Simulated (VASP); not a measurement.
Computed with revTPSS meta-GGA, VASP's PBE PAW potentials (set 64) (plane waves; VASP).

VASP input:

INCAR:
```
ALGO = Normal
EDIFF = 1E-7
ENCUT = 520
ISIF = 2
ISMEAR = 0
LASPH = .True.
LCHARG = .False.
LMIXTAU = .True.
LREAL = .False.
LWAVE = .False.
METAGGA = RTPSS
NELM = 100
PREC = Accurate
SIGMA = 0.05
SYSTEM = CaO
```

File POSCAR:
```
CaO
3.4798450
  0.0000000000   0.7071067988   0.7071067988
  0.7071067988   0.0000000000   0.7071067988
  0.7071067988   0.7071067988   0.0000000000
Ca O
1 1
Cartesian
  0.0000000000   0.0000000000   0.0000000000
  0.7071067988   0.7071067988   0.7071067988
```

### KPOINTS
```
kpoints
0
G
9 9 9
0 0 0
```

POTCAR, in this order: Ca_sv O (PBE.64 set). Program: vasp_std.

What VASP printed:

### OUTCAR
```
 ion  position               nearest neighbor table
   1  0.000  0.000  0.000-   2 2.46   2 2.46   2 2.46   2 2.46   2 2.46   2 2.46
   2  0.500  0.500  0.500-   1 2.46   1 2.46   1 2.46   1 2.46   1 2.46   1 2.46
  LATTYP: Found a face centered cubic cell.
 ALAT       =     4.9212441168
 Subroutine PRICEL returns:
 Original cell was already a primitive cell.
 Subroutine GETGRP returns: Found 48 space group operations
The static configuration has the point symmetry O_h .
The dynamic configuration has the point symmetry O_h .
 Subroutine INISYM returns: Found 48 space group operations
 Subroutine IBZKPT returns following result:
 Found     35 irreducible k-points:

 Following reciprocal coordinates:
            Coordinates               Weight
  0.000000  0.000000  0.000000      1.000000
  0.111111  0.000000  0.000000      8.000000
  0.222222  0.000000  0.000000      8.000000
  0.333333  0.000000  0.000000      8.000000
  0.444444  0.000000  0.000000      8.000000
  0.111111  0.111111  0.000000      6.000000
  0.222222  0.111111  0.000000     24.000000
  0.333333  0.111111  0.000000     24.000000
  0.444444  0.111111  0.000000     24.000000
 -0.444444  0.111111  0.000000     24.000000
 -0.333333  0.111111  0.000000     24.000000
 -0.222222  0.111111  0.000000     24.000000
 -0.111111  0.111111  0.000000     12.000000
  0.222222  0.222222  0.000000      6.000000
  0.333333  0.222222  0.000000     24.000000
  0.444444  0.222222  0.000000     24.000000
 -0.444444  0.222222  0.000000     24.000000
 -0.333333  0.222222  0.000000     24.000000
 -0.222222  0.222222  0.000000     12.000000
  0.333333  0.333333  0.000000      6.000000
  0.444444  0.333333  0.000000     24.000000
 -0.444444  0.333333  0.000000     24.000000
 -0.333333  0.333333  0.000000     12.000000
  0.444444  0.444444  0.000000      6.000000
...
```

File OSZICAR:
```
       N       E                     dE             d eps       ncg     rms          rms(c)
DAV:   1     0.198150358957E+03    0.19815E+03   -0.18753E+04  1036   0.230E+04
DAV:   2     0.571763364593E+01   -0.19243E+03   -0.18299E+03  1204   0.924E+02
DAV:   3    -0.199650586781E+02   -0.25683E+02   -0.23743E+02  1608   0.159E+02
DAV:   4    -0.215583912702E+02   -0.15933E+01   -0.15685E+01  1088   0.389E+01
DAV:   5    -0.219953362404E+02   -0.43694E+00   -0.42898E+00  1520   0.136E+01    0.880E+00
DAV:   6    -0.163054778835E+02    0.56899E+01   -0.96631E+01  1020   0.101E+02    0.136E+01
DAV:   7    -0.155238096491E+02    0.78167E+00   -0.62777E+00  1060   0.262E+01    0.971E+00
DAV:   8    -0.147902707007E+02    0.73354E+00   -0.24634E+00   996   0.176E+01    0.472E+00
DAV:   9    -0.146093793775E+02    0.18089E+00   -0.32699E+00   996   0.170E+01    0.124E+00
DAV:  10    -0.145420167556E+02    0.67363E-01   -0.55670E-01   980   0.784E+00    0.882E-01
DAV:  11    -0.146897861929E+02   -0.14777E+00   -0.45347E-01  1292   0.613E+00    0.579E-01
DAV:  12    -0.147519148114E+02   -0.62129E-01   -0.23468E-02  1224   0.196E+00    0.471E-01
DAV:  13    -0.147527087357E+02   -0.79392E-03   -0.98506E-03  1268   0.670E-01    0.319E-01
DAV:  14    -0.147517687389E+02    0.94000E-03   -0.11421E-02   992   0.918E-01    0.445E-02
DAV:  15    -0.147521377122E+02   -0.36897E-03   -0.55349E-04   900   0.285E-01    0.314E-02
DAV:  16    -0.147521136844E+02    0.24028E-04   -0.36626E-05  1040   0.797E-02    0.242E-02
DAV:  17    -0.147521303108E+02   -0.16626E-04   -0.70074E-05  1220   0.693E-02    0.589E-03
DAV:  18    -0.147521234197E+02    0.68911E-05   -0.11706E-05  1084   0.422E-02    0.252E-03
DAV:  19    -0.147521260612E+02   -0.26415E-05   -0.14664E-06  1076   0.117E-02    0.104E-03
DAV:  20    -0.147521251149E+02    0.94627E-06   -0.12040E-07   744   0.412E-03    0.389E-04
DAV:  21    -0.147521265245E+02   -0.14096E-05   -0.74908E-08   568   0.391E-03    0.124E-04
DAV:  22    -0.147521264225E+02    0.10201E-06   -0.10032E-08   468   0.124E-03    0.152E-04
DAV:  23    -0.147521263344E+02    0.88121E-07   -0.20699E-09   448   0.617E-04
   1 F= -.14752126E+02 E0= -.14752126E+02  d E =-.326232E-14
```

OUTCAR:
```
------------------------ aborting loop because EDIFF is reached ----------------------------------------
  FORCE on cell =-STRESS in cart. coord.  units (eV):
  Direction    XX          YY          ZZ          XY          YZ          ZX
  --------------------------------------------------------------------------------------
  Total       -1.0588559     -1.0588559     -1.0588559     -0.0000000      0.0000000      0.0000000
  in kB      -56.9354439    -56.9354439    -56.9354439     -0.0000000      0.0000000      0.0000000
  external PRESSURE =     -56.9354439 kB  Pullay stress =       0.0000000 kB
  volume of cell :       29.80
      direct lattice vectors                 reciprocal lattice vectors
     0.000000000  2.460622058  2.460622058    -0.203200649  0.203200649  0.203200649
     2.460622058  0.000000000  2.460622058     0.203200649 -0.203200649  0.203200649
     2.460622058  2.460622058  0.000000000     0.203200649  0.203200649 -0.203200649
  FREE ENERGIE OF THE ION-ELECTRON SYSTEM (eV)
  ---------------------------------------------------
  free  energy   TOTEN  =       -14.7521263344 eV

  energy  without entropy=      -14.7521263344  energy(sigma->0) =      -14.75212633
```
(Selected blocks of OUTCAR.)

The compound is CaO in the rock salt structure. This cell is one point of a volume scan, at 1.06 of the reference volume.
